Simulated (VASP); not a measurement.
CdS (zinc blende):

```
CdS
1.0
    0.00000     2.91000     2.91000
    2.91000     0.00000     2.91000
    2.91000     2.91000     0.00000
Cd S
1 1
Cartesian
  0.00000   0.00000   0.00000
  1.45500   1.45500   1.45500
```

The lowest empty band near Γ, direction [111], from PBE with spin-orbit coupling in VASP (PAW); its two spin partners are averaged. The gap over the points computed is 1.15 eV, and the next band on that side lies 5.10 eV away at the edge.

Numerical set-up: 400 eV cut-off, 9×9×9 Γ-centred mesh, Gaussian smearing of 0.050 eV, potentials Cd S.

```
distance from the edge in k (1/Å)  distance in energy (meV)
---------------------------------  ------------------------
0.012                                                   4.3
0.018                                                   9.7
0.025                                                  18.6
0.035                                                  35.9
0.050                                                  70.9
0.070                                                 131.5
```

Question: Fit E(1 + αE) = ħ²k²/2m* (ħ²/2m0 = 3.810 eV Å²) and predict the row at 0.095 1/Å.

Answer: Least squares on the energies gives the electron mass m* = 0.126 m0 and α = 0.99 per eV, and so 224.0 meV. The run gave 223.4 meV, -0.6 meV from the fit.

Left out are points under 3 meV from the edge, since the levels carry 0.1 meV, and points farther than half the way to the next band.

The compound is CdS in the zinc blende structure, a metastable form; wurtzite is the usual one. The cell was not relaxed at this level.
